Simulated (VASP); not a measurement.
A run of VASP 6.6.1 is set up as follows.

INCAR

```
SYSTEM = WAu
  PREC = Accurate
  ENCUT = 520
  EDIFF = 1E-6
  ISMEAR = -1
  SIGMA = 0.05
  LREAL = .False.
  LASPH = .True.
  NELM = 60
  ALGO = Normal
  ISIF = 2
  LWAVE = .False.
  LCHARG = .False.
  MAGMOM = 0 0 0 0 0 0
  LORBIT = 11
  LSORBIT = .True.
  GGA_COMPAT = .False.
  LMAXMIX = 4
  GGA = PS
  NBANDS = 37
```

File KPOINTS:

```
Automatic mesh
0
Gamma
  6 6 6
  0 0 0
```

Contents of POSCAR:

```
WAu
1.0
    0.0000000000      2.9092100000      2.9092100000
    2.9092100000      0.0000000000      2.9092100000
    2.9092100000      2.9092100000      0.0000000000
W Au
1 1
Direct
    0.0000000000      0.0000000000      0.0000000000
    0.7500000000      0.7500000000      0.7500000000
```

KPOINTS_OPT

```
path GXWKGLUWLK,UX
10
line-mode
reciprocal
 0.0000000000  0.0000000000  0.0000000000  G
 0.5000000000  0.0000000000  0.5000000000  X

 0.5000000000  0.0000000000  0.5000000000  X
 0.5000000000  0.2500000000  0.7500000000  W

 0.5000000000  0.2500000000  0.7500000000  W
 0.3750000000  0.3750000000  0.7500000000  K

 0.3750000000  0.3750000000  0.7500000000  K
 0.0000000000  0.0000000000  0.0000000000  G

 0.0000000000  0.0000000000  0.0000000000  G
 0.5000000000  0.5000000000  0.5000000000  L

 0.5000000000  0.5000000000  0.5000000000  L
 0.6250000000  0.2500000000  0.6250000000  U

 0.6250000000  0.2500000000  0.6250000000  U
 0.5000000000  0.2500000000  0.7500000000  W

 0.5000000000  0.2500000000  0.7500000000  W
 0.5000000000  0.5000000000  0.5000000000  L

 0.5000000000  0.5000000000  0.5000000000  L
 0.3750000000  0.3750000000  0.7500000000  K

 0.6250000000  0.2500000000  0.6250000000  U
 0.5000000000  0.0000000000  0.5000000000  X
```

Potentials or basis: VASP PAW PBE potentials, release 64 (W_sv, Au).

Command:

```console
$ cat potpaw_PBE.64/W_sv/POTCAR potpaw_PBE.64/Au/POTCAR > POTCAR
$ mpirun -np 1 vasp_ncl > vasp.out
```

(1) Estimate the pressure.

Results:

(1) -4.9 GPa.

Caveat: the PAW data sets were made with another functional, which shifts forces and pressure a little.
